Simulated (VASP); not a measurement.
**AlN: band gap against strain**

AlN (wurtzite, P6_3mc, 10.632 Å³/atom and stress up to 0.25 GPa in the relaxed cell, c along z) under a strain ε along c (axis z), the other axes held. PBE in VASP (plane waves, PAW), 600 eV, 12×12×6 Γ-centred mesh, Gaussian smearing 0.05 eV; ions are relaxed, or left where forces stay under 0.02 eV/Å, within the symmetry of each cell. Gaps are the smallest on the run's k-mesh, which can miss an edge that lies off it, without spin-orbit coupling; in all rows the valence edge lies at Γ and the conduction edge at Γ.

Here s stands for strain and Eg for gap.

| strain (%) | gap (eV) |
|---|---|
| -3.00 | ? |
| -1.50 | 4.096 |
| -1.00 | 4.082 |
| -0.50 | 4.066 |
| 0.00 | 4.046 |

Task: Fit Eg against s with a straight line, and predict the withheld value at s = -3.00.

Result: Means: s -0.75000, Eg 4.0725. About the means, the sum of products is -0.041500 and the sum of squares of s is 1.2500; the slope is their ratio. Least squares gives Eg = 4.0476 - 0.03320·s. Residuals (row less fit): -0.0014, 0.0012, 0.0018, -0.0016; standard error 0.0021 (degrees of freedom: 2). Over these rows the gap moves by -3.3 ± 0.2 eV per unit strain. At the withheld row, Eg = 4.0476 - 0.03320 × (-3.0) = 4.1472 eV. The calculation gives 4.133 eV, 0.0142 eV below the prediction (16.3 % of the range of Eg in the table). The row lies outside the fitted rows, so this is an extrapolation. From the scatter of the fitted rows alone, a prediction at this place has a standard error of 0.0049 eV, so the miss is 2.9 times that.

A polynomial of degree 2 through the 6 other runs of the series gives 4.132 there, so most of the miss is curvature that the fit leaves out. Rows are the converged runs of the series near zero and its far end; series whose fitted rows scatter by over a few per cent of the range, as at a crossing or softening among them, aren't shown in this form, nor equations of state whose B0' disagrees with the runs' pressures. Most that stay on the fit to the last digits aren't either.
